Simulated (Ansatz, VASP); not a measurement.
## Zn2As2Pb in two plane-wave programs

Wanted: the spread between two codes on one cell, functional and k mesh. The cell is generated by rule, not measured, and may not be a known phase. The cell is taken from a series of runs on this material, whose earlier steps may have relaxed, scaled, displaced or heated it; both programs get it as it stands.

Calculated with Ansatz 0.2.0; plane waves, with VASP 6.6.1 beside it; relaxation of cell and atoms at r2SCAN.

The structure was built from a prototype and need not be the compound's stable phase.

### 1. The structure

The structure is trigonal, space group P-3m1 (No. 164). Conventional cell: a = 4.201 Å, b = 4.201 Å, c = 7.244 Å, α = 90.00°, β = 90.00°, γ = 120.00°. Nearest to Pb lie 6 As at 3.11 Å. Zn has 4 As at 2.54 to 2.61 Å nearest. Nearest to As lie 4 Zn at 2.54 to 2.61 Å and 3 Pb at 3.11 Å. Farther neighbours are not listed.

Structure file:

```
Pb Zn As
1.0
     4.20137    0.00000    0.00000
    -2.10069    3.63850    0.00000
     0.00000    0.00000    7.24381
Pb Zn As
1 2 2
Direct
  0.00000 0.00000 0.00000
  0.33333 0.66667 0.62919
  0.66667 0.33333 0.37081
  0.33333 0.66667 0.26869
  0.66667 0.33333 0.73131
```

### 2. VASP: relaxation of cell and atoms, r2SCAN

The relaxed volume is the usual yardstick between codes: in a stiff, nearly cubic crystal its relative difference is about their pressure difference at one cell divided by the bulk modulus.

Lines of VASP's logs that name or quote its potential files are left out, and so is its time.

The input, INCAR:

```
SYSTEM = Zn2As2Pb
PREC = Accurate
ENCUT = 550
EDIFF = 1E-07
NELM = 120
ISMEAR = 1
SIGMA = 0.2
LREAL = .FALSE.
ALGO = Normal
METAGGA = R2SCAN
LASPH = .TRUE.
NBANDS = 30
LORBIT = 11
LWAVE = .FALSE.
LCHARG = .FALSE.
ISIF = 3
IBRION = 2
NSW = 80
EDIFFG = -0.005
GGA_COMPAT = .FALSE.
NELMIN = 4
LMIXTAU = .TRUE.
KPAR = 2
```

The input, POSCAR:

```
Zn2As2Pb
1.0
    4.2013740000      0.0000000000      0.0000000000
   -2.1006870000      3.6384970000      0.0000000000
    0.0000000000      0.0000000000      7.2438060000
Pb Zn As
1 2 2
Direct
    0.0000000000      0.0000000000      0.0000000000
    0.3333333791      0.6666667583      0.6291924439
    0.6666666209      0.3333332417      0.3708075561
    0.3333333791      0.6666667583      0.2686861023
    0.6666666209      0.3333332417      0.7313138977
```

The input, KPOINTS:

```
Automatic mesh
0
Gamma
12 12 6
0 0 0
```

PAW data sets: Pb_d, Zn and As (PBE family, release 64).

The run is started by

```
$ mpirun -np 2 vasp_std
```

Numbers of over 12 decimals in the logs are rounded to 6 here.

The log of the run:

```text
[banner, memory and clock lines left out]
running    2 mpi-ranks, on    1 nodes
 distrk:  each k-point on    1 cores,    2 groups
 distr:  one band on    1 cores,    1 groups

 POSCAR found type information on POSCAR PbZnAs
 POSCAR found :  3 types and       5 ions
|                                                                             |
|               ----> ADVICE to this user running VASP <----                  |
|                                                                             |
|     You enforced a specific xc type in the INCAR file but a different       |
|     [... a line on the potential file left out ...]
|     I HOPE YOU KNOW WHAT YOU ARE DOING!                                     |
|                                                                             |

 LDA part: xc-table for (None), standard interpolation
 POSCAR, INCAR and KPOINTS ok, starting setup
 FFT: planning ... GRIDC
 FFT: planning ... GRID_SOFT
 FFT: planning ... GRID
 WAVECAR not read
 entering main loop
       N       E                     dE             d eps       ncg     rms          rms(c)
DAV:   1     0.300195313485E+03    0.30020E+03   -0.23797E+04  6000   0.201E+03
DAV:   2    -0.773786606582E+02   -0.37757E+03   -0.36634E+03  6018   0.446E+02
DAV:   3    -0.111699689505E+03   -0.34321E+02   -0.33062E+02  7390   0.144E+02
DAV:   4    -0.112858357283E+03   -0.11587E+01   -0.11544E+01  6828   0.249E+01
DAV:   5    -0.112898316369E+03   -0.39959E-01   -0.39945E-01  8266   0.508E+00    0.602E+00
DAV:   6    -0.107852585162E+03    0.50457E+01   -0.45594E+00  7286   0.410E+01    0.564E+00
DAV:   7    -0.104350911223E+03    0.35017E+01   -0.12411E+00  6168   0.107E+01    0.280E+00
DAV:   8    -0.104233604979E+03    0.11731E+00   -0.66186E-01  6270   0.597E+00    0.670E-01
DAV:   9    -0.104362896971E+03   -0.12929E+00   -0.51264E-01  6060   0.532E+00    0.526E-01
DAV:  10    -0.104406156113E+03   -0.43259E-01   -0.33575E-02  6930   0.146E+00    0.300E-01
DAV:  11    -0.104485870244E+03   -0.79714E-01   -0.34452E-02  6240   0.147E+00    0.121E-01
DAV:  12    -0.104434923887E+03    0.50946E-01   -0.71460E-02  6114   0.198E+00    0.196E-01
DAV:  13    -0.104473818651E+03   -0.38895E-01   -0.91707E-03  6372   0.792E-01    0.867E-02
DAV:  14    -0.104485259056E+03   -0.11440E-01   -0.47583E-03  6696   0.433E-01    0.379E-02
[...]
DAV:  18    -0.104493331813E+03   -0.70357E-04   -0.12830E-04  6346   0.871E-02    0.122E-02
DAV:  19    -0.104493342558E+03   -0.10746E-04   -0.12389E-05  7066   0.241E-02    0.698E-03
DAV:  20    -0.104493342227E+03    0.33101E-06   -0.11247E-06  6022   0.591E-03    0.518E-03
DAV:  21    -0.104493342134E+03    0.93559E-07   -0.48474E-06  7056   0.208E-02    0.142E-03
DAV:  22    -0.104493343197E+03   -0.10634E-05   -0.92620E-07  6108   0.703E-03    0.670E-04
DAV:  23    -0.104493343498E+03   -0.30094E-06   -0.12757E-07  4202   0.289E-03    0.314E-04
DAV:  24    -0.104493343609E+03   -0.11108E-06   -0.16006E-08  3336   0.120E-03    0.304E-04
DAV:  25    -0.104493343689E+03   -0.79225E-07   -0.17718E-08  3288   0.120E-03
   1 F= -.10449334E+03 E0= -.10449370E+03  d E =-.104493E+03
[... from here on, the cycles between the ionic steps are left out ...]
   2 F= -.10449332E+03 E0= -.10449369E+03  d E =0.239601E-04
   3 F= -.10449335E+03 E0= -.10449371E+03  d E =-.268031E-05
   4 F= -.10449334E+03 E0= -.10449371E+03  d E =-.117882E-05
   5 F= -.10449335E+03 E0= -.10449372E+03  d E =-.689956E-05
   6 F= -.10449335E+03 E0= -.10449373E+03  d E =-.838648E-05
   7 F= -.10449332E+03 E0= -.10449371E+03  d E =0.261839E-04
   8 F= -.10449335E+03 E0= -.10449373E+03  d E =-.211733E-05
 curvature:  -1.89 expect dE=-0.124E-04 dE for cont linesearch -0.838E-11
 trial: gam= 0.41048 g(F)=  0.553E-05 g(S)=  0.105E-05 ort = 0.752E-08 (trialstep = 0.203E+01)
 search vector abs. value=  0.873E-05
 bond charge predicted
       N       E                     dE             d eps       ncg     rms          rms(c)
DAV:   1    -0.104493381810E+03   -0.34854E-04   -0.72372E-03  7020   0.690E-01    0.485E-02
DAV:   2    -0.104493378736E+03    0.30743E-05   -0.25916E-04  6938   0.257E-01    0.197E-02
DAV:   3    -0.104493373574E+03    0.51621E-05   -0.17423E-05  6666   0.420E-02    0.947E-03
DAV:   4    -0.104493369920E+03    0.36537E-05   -0.89412E-06  6346   0.271E-02    0.282E-03
DAV:   5    -0.104493369848E+03    0.71868E-07   -0.18129E-06  6132   0.104E-02    0.173E-03
DAV:   6    -0.104493368223E+03    0.16248E-05   -0.27164E-07  5336   0.558E-03    0.592E-04
DAV:   7    -0.104493368060E+03    0.16306E-06   -0.25489E-07  4748   0.438E-03    0.297E-04
DAV:   8    -0.104493368073E+03   -0.13118E-07   -0.19150E-08  3168   0.141E-03
   9 F= -.10449337E+03 E0= -.10449375E+03  d E =-.210887E-04
 trial-energy change:   -0.000021  1 .order   -0.000009   -0.000013   -0.000005
 step:   2.1361(harm=  3.1091)  dis= 0.00082  next Energy=  -104.493368 (dE=-0.212E-04)
 reached required accuracy - stopping structural energy minimisation
```

OUTCAR, selected parts (step 2):

```text
ion  position               nearest neighbor table
   1  0.000  0.000  0.000-   4 3.11   5 3.11   5 3.11   4 3.11   5 3.11   4 3.11
   2  0.333  0.667  0.629-   5 2.54   5 2.54   5 2.54   4 2.61
   3  0.667  0.333  0.371-   4 2.54   4 2.54   4 2.54   5 2.61
   4  0.333  0.667  0.269-   3 2.54   3 2.54   3 2.54   2 2.61   1 3.11   1 3.11   1 3.11
   5  0.667  0.333  0.731-   2 2.54   2 2.54   2 2.54   3 2.61   1 3.11   1 3.11   1 3.11

  LATTYP: Found a hexagonal cell.
 ALAT       =     4.2013740000
 C/A-ratio  =     1.7241516704

 Subroutine GETGRP returns: Found 12 space group operations
 (whereof 12 operations were pure point group operations)

The static configuration has the point symmetry D_3d.

 Found    100 irreducible k-points:

   k-points           NKPTS =    100   k-points in BZ     NKDIM =    100   number of bands    NBANDS=     30

   dimension x,y,z NGX =    32 NGY =   32 NGZ =   56
   dimension x,y,z NGXF=    64 NGYF=   64 NGZF=  112

   ENCUT  =  550.0 eV  40.42 Ry    6.36 a.u.   8.03  8.03 13.85*2*pi/ulx,y,z

   NELECT =      48.0000    total number of electrons

 k-points in reciprocal lattice and weights: Automatic mesh
   0.00000000  0.00000000  0.00000000       0.001
   0.08333333  0.00000000  0.00000000       0.007
   0.16666667 -0.00000000  0.00000000       0.007
   0.25000000 -0.00000000  0.00000000       0.007
   0.33333333  0.00000000  0.00000000       0.007
   0.41666667 -0.00000000  0.00000000       0.007
   0.50000000 -0.00000000  0.00000000       0.003
   0.08333333  0.08333333  0.00000000       0.007
   0.16666667  0.08333333  0.00000000       0.014
[...]
0.33333333  0.25000000  0.50000000       0.014
   0.33333333  0.33333333  0.50000000       0.002

 average (electrostatic) potential at core
       1 -99.4757       2 -40.7388       3 -40.7388       4 -54.3600       5 -54.3600

 E-fermi :   4.6736

 k-point     1 :       0.0000    0.0000    0.0000
  band No.  band energies     occupation
    ...
     20       3.2651      2.00000
     21       3.2754      2.00000
     22       3.2754      2.00000
     23       3.8327      2.00000
     24       3.8327      2.00000
     25       4.8935     -0.06523
     26       6.9254     -0.00000
     27       6.9254     -0.00000
     28       7.3961     -0.00000
     29       8.5184     -0.00000
    ...

 k-point     2 :       0.0833    0.0000    0.0000
  band No.  band energies     occupation
    ...
     20       2.3923      2.00000
     21       3.0095      2.00000
     22       3.4580      2.00000
     23       3.8812      2.00000
     24       3.9120      2.00000
     25       5.4394     -0.00000
     26       6.2752     -0.00000
     27       6.9947     -0.00000
     28       7.6839     -0.00000
     29       8.1941     -0.00000
    ...

 k-point     3 :       0.1667   -0.0000    0.0000
  band No.  band energies     occupation
    ...
     20       1.3909      2.00000
     21       2.5225      2.00000
     22       3.4618      2.00000
     23       3.5737      2.00000
     24       3.8166      2.00000
     25       5.4959     -0.00000
     26       6.6085     -0.00000
     27       6.9705     -0.00000
     28       7.0655     -0.00000
     29       8.8382      0.00000
    ...

  Total        0.0084724      0.0084724      0.0160668      0.0000000      0.0000000      0.0000000
  in kB        0.1224473      0.1224473      0.2322045      0.0000000      0.0000000      0.0000000
  external PRESSURE =       0.1590331 kB  Pullay stress =       0.0000000 kB

  energy-cutoff  :      550.00
  volume of cell :      110.86
      direct lattice vectors                 reciprocal lattice vectors
     4.205258472 -0.000000000 -0.000000000     0.237797512  0.137292443  0.000000000
    -2.102629236  3.641861053  0.000000000     0.000000000  0.274584885  0.000000000
    -0.000000000 -0.000000000  7.238577345    -0.000000000 -0.000000000  0.138148693

 POSITION                                       TOTAL-FORCE (eV/Angst)
 -----------------------------------------------------------------------------------
      2.10263      3.64186      0.00000         0.000000      0.000000      0.000000
     -0.00000      2.42791      4.55819        -0.000000     -0.000000      0.003521
      2.10263      1.21395      2.68039         0.000000      0.000000     -0.003521
     -0.00000      2.42791      1.94353        -0.000000     -0.000000      0.003273
      2.10263      1.21395      5.29504         0.000000      0.000000     -0.003273
 -----------------------------------------------------------------------------------
    total drift:                                0.000000     -0.000000     -0.000000

  FREE ENERGIE OF THE ION-ELECTRON SYSTEM (eV)
  ---------------------------------------------------
  free  energy   TOTEN  =      -104.4933680734 eV

  energy  without entropy=     -104.4945214656  energy(sigma->0) =     -104.49375254

 reached required accuracy - stopping structural energy minimisation

 total charge
# of ion       s       p       d       tot
------------------------------------------
    1        1.460   0.559   9.831  11.850
    2        0.539   0.414   9.779  10.732
    3        0.539   0.414   9.779  10.732
    4        1.217   1.593   0.026   2.837
    5        1.217   1.593   0.026   2.837
--------------------------------------------------
tot          4.974   4.573  29.441  38.988

[... 3 further parts left out ...]
```

CONTCAR:

```
Zn2As2Pb
   1.00000000000000
     4.2052584722598807   -0.0000000000000000   -0.0000000000000000
    -2.1026292361299403    3.6418610527254818    0.0000000000000000
    -0.0000000000000000   -0.0000000000000000    7.2385773452085553
  Pb              Zn              As
     1     2     2
Direct
     1.0000000000000000    1.0000000000000000    0.0000000000000000
     0.3333333790999973    0.6666667583000034    0.6297077646002821
     0.6666666209000027    0.3333332416999966    0.3702922353997177
     0.3333333790999973    0.6666667583000034    0.2684967581522824
     0.6666666209000027    0.3333332416999966    0.7315032418477175
```

(Part 1 of 2 ends here.)

[Lines on the potential files, build, host, timing and source positions are cut from VASP's logs without a mark.]

[Logs are printed without paths, hosts, clocks, repeated set-up lines and the standing remarks that a program may print on its own settings, such as how far it seeks lower states.]

[Hosts, paths, dates, database ids (printed as entryN), source tags and the programs' standing remarks are cut or masked in the printed files.]
